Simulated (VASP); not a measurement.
All values below come from LDA (Ceperley-Alder, Perdew-Zunger), VASP's LDA PAW potentials (set 64) (plane waves; VASP 6.6.1).

Input for VASP

**KPOINTS**
```
kpoints
0
gamma
18 18 18
0 0 0
```

**POSCAR**
```
Ta
1
   -1.6299778253     1.6299778253     1.6299778253
    1.6299778253    -1.6299778253     1.6299778253
    1.6299778253     1.6299778253    -1.6299778253
Ta
1
Direct
  0.0000000000   0.0000000000   0.0000000000
```

### INCAR
```
! general
SYSTEM  = Ta
PREC    = Accurate
ENCUT   = 400   ! plane-wave cut-off (eV)
LREAL   = .FALSE.   ! projection in real space or not
LASPH   = .TRUE.   ! aspherical one-centre terms

! electronic loop
EDIFF   = 1E-7   ! SCF stop (eV)
NELM    = 100
ALGO    = Normal   ! blocked Davidson
LMAXMIX = 6

! smearing
ISMEAR  = -5   ! tetrahedra, Bloechl

! ions
ISIF    = 2   ! forces and stress, cell fixed

! output
LWAVE   = .FALSE.
LCHARG  = .TRUE.
LORBIT  = 11
NEDOS   = 601   ! DOS grid
```

POTCAR, in this order: Ta_pv (LDA.64 set). Program: vasp_std.

For a metal the tetrahedron method with Blöchl corrections gives inexact stress and forces. Unless said otherwise, spin-orbit coupling is left out, though it shifts the bands of the heavy elements here.

**Question.** Predict the energy per atom (σ→0), band gap (on the k-mesh).

**Answer.** 
```yaml
energy per atom (σ→0): -12.828 eV/atom
band gap (on the k-mesh): none (metal, semimetal or under 0.01 eV)
```

File OSZICAR:
```
...
DAV:   6    -0.129394475613E+02    0.35711E+00   -0.37740E-01  3652   0.727E+00    0.700E+00
DAV:   7    -0.128303184890E+02    0.10913E+00   -0.29238E-01  3687   0.605E+00    0.375E-01
DAV:   8    -0.128281554315E+02    0.21631E-02   -0.35798E-03  3833   0.827E-01    0.616E-02
DAV:   9    -0.128281454906E+02    0.99409E-05   -0.62385E-05  3846   0.963E-02    0.280E-02
DAV:  10    -0.128281457877E+02   -0.29710E-06   -0.37474E-06  4278   0.253E-02    0.294E-03
DAV:  11    -0.128281455126E+02    0.27514E-06   -0.13391E-07  2835   0.479E-03    0.508E-04
DAV:  12    -0.128281455384E+02   -0.25836E-07   -0.42671E-09  1842   0.842E-04
   1 F= -.12828146E+02 E0= -.12828146E+02  d E =0.000000E+00
```

The structure comes from a computed database's Ta entry (Im-3m); how it stands against other phases isn't given here. It was relaxed first.
